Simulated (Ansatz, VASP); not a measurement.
# Cross-check of Mo between VASP and Ansatz, part 2 of 2

Wanted: the spread between two codes on one cell, functional and k mesh. The structure shown is the end of the Ansatz relaxation below.

VASP 6.6.1 and Ansatz 0.2.0.

So far. Step 3 (VASP: single point, PBEsol, pair 1): The run ends at a pressure of 3.16 GPa.

### 6. VASP: single point, PBEsol, pair 2 (continued)

Level of this step: PBEsol; plane waves and PAW (Mo_sv) (VASP).

Numbers of over 12 decimals in the logs are rounded to 6 here.

OUTCAR, selected parts (step 6):

```text
  Total        0.1080990      0.1080990      0.8205976      0.0000000      0.0000000      0.0000000
  in kB        5.6714259      5.6714259     43.0527289      0.0000000      0.0000000      0.0000000
  external PRESSURE =      18.1318602 kB  Pullay stress =       0.0000000 kB

 POSITION                                       TOTAL-FORCE (eV/Angst)
 -----------------------------------------------------------------------------------
      0.00000      0.00000      0.00000        -0.000000      0.000000      0.000000
      1.56978      1.56978      1.54907         0.000000     -0.000000     -0.000000
 -----------------------------------------------------------------------------------
    total drift:                                0.000000      0.000000     -0.000000

  FREE ENERGIE OF THE ION-ELECTRON SYSTEM (eV)
  ---------------------------------------------------
  free  energy   TOTEN  =       -23.5516375460 eV

  energy  without entropy=      -23.5389234269  energy(sigma->0) =      -23.54528049

[... 1 part as in an earlier step ...]

[... 2 further parts left out ...]
[key lines of the parts left out:]
E-fermi :  12.8670
```

The run ends at a pressure of 1.81 GPa.

### 7. Comparison

The two programs side by side:

```
      quantity  Ansatz  VASP  difference
pressure (GPa)    1.24  1.81       -0.57
```

### 8. Ansatz: relaxation, PBEsol

This run makes the geometry at which the two programs are then compared. The cell compared in this pair holds 30.26 Å³, against 30.54 Å³ for the pair before.

The structure compared here is the end of the Ansatz relaxation.

input.yaml reads:

```yaml
crystal:
  lattice:
    - [3.1529077775, 0.0, 0.0]
    - [0.0, 3.1529077775, 0.0]
    - [0.0, 0.0, 3.03555389]
  atoms:
    - { symbol: Mo, position: [0.0, 0.0, 0.0] }
    - { symbol: Mo, position: [0.5, 0.5, 0.5] }
kpoints:
  mp_grid: { grid: [14, 14, 14] }
scf:
  occupations: { method: fermi_dirac, width: 0.05 }
hamiltonian:
  xc: pbesol
  pseudopotentials: { kind: paw, azcp: { folder: soft_1 }, xc_functional: pbe }
basis:
  ecutwfc: 600
output:
  forces: true
  stress: true
relax:
  f_tol: 0.005
  max_steps: 70
  cell: { stress_tol: 0.02, p_target: 0, fix: [c, alpha, beta, gamma] }
```

The run is started by

```sh
$ ansatz run input.yaml --threads 4 --pin off --max-ram 10240MiB --backend cpu --events-out ev --progress --plain --runs-dir out
```

Output:

```text
[...]
Crystal: 2 atoms, lattice volume = 30.176 Å³
Basis set: ecut = 600 eV, 989 PW (Γ), exchange–correlation on 54×54×50 points (8 copies of the dense FFT grid, shifted against one another)
Bands: 18, of which v1, the nominal top of the filled ones, is band 14 counted from 1 (13 counted from 0)
Symmetry: 32 space group operations
[...]
k-points: 288 of 2744
[...]
-0.000000      -0.008134       0.000000
        0.000000       0.000000      12.261034
  P = ⅓ Tr σ = 4.0816 GPa (40.816 kbar)
--- Relaxed structure (3 steps of the walk, 2 accepted, 1 SCFs on fresh bases) ---
[...]
cell:  # Å, volume = 30.2572 Å³
    - [3.157153, 0, 0.0]
    - [0, 3.157153, 0.0]
    - [0.0, 0.0, 3.03555389]
  atoms:
    - { symbol: Mo, position: [0.0, 0.0, 0.0] }
    - { symbol: Mo, position: [0.500000, 0.500000, 0.500000] }
[key lines of the parts left out:]
SCF converged after 8 iterations
Free energy (F): -9794.971632 eV
Fermi energy:    21.770900 eV
```

### 9. VASP: single point, PBEsol, pair 3

The same cell, functional, mesh and smearing now go to VASP, with its own data sets.

INCAR reads:

```
SYSTEM = Mo
PREC = Accurate
ENCUT = 500
EDIFF = 1E-06
NELM = 120
ISMEAR = -1
SIGMA = 0.05
LREAL = .FALSE.
ALGO = Normal
GGA = PS
NBANDS = 20
LASPH = .TRUE.
LORBIT = 11
LWAVE = .FALSE.
LCHARG = .FALSE.
ISIF = 2
GGA_COMPAT = .FALSE.
KPAR = 2
```

POSCAR reads:

```
Mo
1.0
    3.1571529232      0.0000000000      0.0000000000
    0.0000000000      3.1571529232      0.0000000000
    0.0000000000      0.0000000000      3.0355538900
Mo
2
Direct
    0.0000000000      0.0000000000      0.0000000000
    0.5000000000      0.5000000000      0.5000000000
```

KPOINTS reads:

```
Automatic mesh
0
Gamma
14 14 14
0 0 0
```

Potentials, in the order of the species: Mo_sv (PBE family, release 64).

The run is started by

```sh
$ mpirun -np 2 vasp_std
```

Output:

```text
[... set-up lines as in an earlier step ...]
 entering main loop
       N       E                     dE             d eps       ncg     rms          rms(c)
DAV:   1     0.262079822204E+03    0.26208E+03   -0.16627E+04 11536   0.142E+03
DAV:   2    -0.190960389739E+02   -0.28118E+03   -0.27355E+03 12932   0.439E+02
DAV:   3    -0.249594683212E+02   -0.58634E+01   -0.57541E+01 12676   0.633E+01
DAV:   4    -0.249952224631E+02   -0.35754E-01   -0.35603E-01 12032   0.484E+00
[...]
DAV:   9    -0.235201764858E+02    0.72168E-04   -0.32249E-04 14488   0.179E-01    0.101E-01
DAV:  10    -0.235201923849E+02   -0.15899E-04   -0.19933E-05 11856   0.429E-02    0.145E-02
DAV:  11    -0.235201924134E+02   -0.28514E-07   -0.93212E-07  6216   0.723E-03
   1 F= -.23520192E+02 E0= -.23514868E+02  d E =-.106488E-01
```

From OUTCAR (step 9):

```text
  Total        0.1104545      0.1104545      2.4239505      0.0000000      0.0000000      0.0000000
  in kB        5.8487722      5.8487722    128.3527406      0.0000000      0.0000000      0.0000000
  external PRESSURE =      46.6834283 kB  Pullay stress =       0.0000000 kB

 POSITION                                       TOTAL-FORCE (eV/Angst)
 -----------------------------------------------------------------------------------
      0.00000      0.00000      0.00000        -0.000000      0.000000      0.000000
      1.57858      1.57858      1.51778         0.000000      0.000000     -0.000000
 -----------------------------------------------------------------------------------
    total drift:                                0.000000      0.000000     -0.000000

  FREE ENERGIE OF THE ION-ELECTRON SYSTEM (eV)
  ---------------------------------------------------
  free  energy   TOTEN  =       -23.5201924134 eV

  energy  without entropy=      -23.5095435957  energy(sigma->0) =      -23.51486800

[... 1 part as in an earlier step ...]

[... 2 further parts left out ...]
[key lines of the parts left out:]
E-fermi :  13.0114
```

The run ends at a pressure of 4.67 GPa.

### 10. Differences

Both answers:

```
      quantity  Ansatz  VASP  difference
pressure (GPa)    4.08  4.67       -0.59
```

### 11. Outcome

* difference in pressure (single point, PBEsol, pair 1): -0.58 GPa
* difference in pressure (single point, PBEsol, pair 2): -0.57 GPa
* difference in pressure (single point, PBEsol, pair 3): -0.59 GPa

In words: The difference in pressure is -0.59 GPa (single point, PBEsol, pair 3), within the 1 GPa picked in this series as the mark of a large difference. 4 further runs of this series are not shown here. Such differences can come from data sets, numerical settings and the points named under the comparisons, not from the functional's error against experiment.

[Lines on the potential files, build, host, timing and source positions are cut from VASP's logs without a mark.]

[Logs are printed without paths, hosts, clocks, repeated set-up lines and the standing remarks that a program may print on its own settings, such as how far it seeks lower states.]

[Hosts, paths, dates, database ids (printed as entryN), source tags and the programs' standing remarks are cut or masked in the printed files.]
